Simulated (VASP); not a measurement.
An input for Quantum ESPRESSO's pw.x (written as the equivalent of a VASP run, and not itself run):

```
&CONTROL
  calculation = 'vc-relax'
  pseudo_dir = './pseudo'
  outdir = './out'
  tprnfor = .true.
  tstress = .true.
  nstep = 50
  forc_conv_thr = 0.00039
/
&SYSTEM
  ibrav = 0
  nat = 1
  ntyp = 1
  ecutwfc = 82
  occupations = 'smearing'
  smearing = 'gaussian'
  degauss = 0.00735
  input_dft = 'pbe'
/
&ELECTRONS
  conv_thr = 7.3e-08
  electron_maxstep = 100
/
&IONS
/
&CELL
/
ATOMIC_SPECIES
  Ag 107.868 Ag.upf
CELL_PARAMETERS angstrom
     0.0000000    2.0450000    2.0450000
     2.0450000    0.0000000    2.0450000
     2.0450000    2.0450000    0.0000000
ATOMIC_POSITIONS crystal
  Ag   0.0000000  0.0000000  0.0000000
K_POINTS automatic
  14 14 14 0 0 0
```

**Question.** Translate this input to VASP (INCAR, KPOINTS, POSCAR, choice of POTCAR).

**Answer.** Several could match; the one computed here: 
**KPOINTS**
```
kpoints
0
Gamma
14 14 14
```

INCAR:
```
SYSTEM = Ag
PREC = Accurate
ENCUT = 300
EDIFF = 1E-6
NELM = 100
ALGO = Normal
LREAL = .FALSE.
LASPH = .TRUE.
ISMEAR = 0
SIGMA = 0.1
GGA = PE
LMAXMIX = 4
LWAVE = .FALSE.
LCHARG = .FALSE.
ISIF = 3
IBRION = 2
NSW = 50
EDIFFG = -0.01
```

**POSCAR**
```
Ag
1.0
  0.0000000000   2.0450000000   2.0450000000
  2.0450000000   0.0000000000   2.0450000000
  2.0450000000   2.0450000000   0.0000000000
Ag
1
Cart
  0.0000000000   0.0000000000   0.0000000000
```

POTCAR, in this order: Ag (PBE.64 set). Program: vasp_std.

Limits of the translation: the potentials are each code's own (VASP's PAW set, PseudoDojo norm-conserving files in pw.x), so ENCUT and ecutwfc are chosen apart and not converted; conv_thr bounds pw.x's estimated SCF error, while EDIFF bounds the energy change between steps; forc_conv_thr acts on force components and is met together with etot_conv_thr.

The structure is a typed Ag crystal (Fm-3m). This run relaxes it. Symmetry was kept, so distortions that lower it aren't found. The run is one of a series of settings (EDIFFG = -0.01, IBRION = 2, ISIF = 3, NSW = 50 against the base run), some of them coarse on purpose.
